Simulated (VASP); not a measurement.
A run of VASP 6.6.1:

The input INCAR:

```
SYSTEM = Li3Rh
  ALGO = Normal
  EDIFF = 1E-6
  ENCUT = 520
  GGA = PS
  ISIF = 2
  ISMEAR = -1
  LASPH = .TRUE.
  LCHARG = .FALSE.
  LREAL = .FALSE.
  LWAVE = .FALSE.
  NBANDS = 20
  NELM = 100
  PREC = Accurate
  SIGMA = 0.01
```

The input KPOINTS:

```
k-points
0
G
  7 7 7
  0 0 0
```

File POSCAR:

```
Li3Rh
1.0
    0.0000000000      3.0588842274      3.0588842274
    3.0588842274      0.0000000000      3.0588842274
    3.0588842274      3.0588842274      0.0000000000
Li Rh
3 1
Direct
    0.2500000000      0.2500000000      0.2500000000
    0.7500000000      0.7500000000      0.7500000000
    0.5000000000      0.5000000000      0.5000000000
    0.0000000000      0.0000000000      0.0000000000
```

Potentials or basis: VASP PAW PBE potentials, release 64 (Li_sv, Rh_pv).

Command:

```sh
$ cat potpaw_PBE.64/Li_sv/POTCAR potpaw_PBE.64/Rh_pv/POTCAR > POTCAR
$ mpirun -np 1 vasp_std > vasp.out
```

Hardware: 1 thread of Intel(R) Xeon(R) Platinum 8259CL CPU @ 2.50GHz (Skylake/Cascade Lake) (shared host).

Problem. Estimate the wall time of this run.

Solution. It took 14 s on 1 thread of Intel(R) Xeon(R) Platinum 8259CL CPU @ 2.50GHz (Skylake/Cascade Lake), with other jobs on the host, peak memory 0.18 GiB. Counts: scf iterations 12, k points 20.
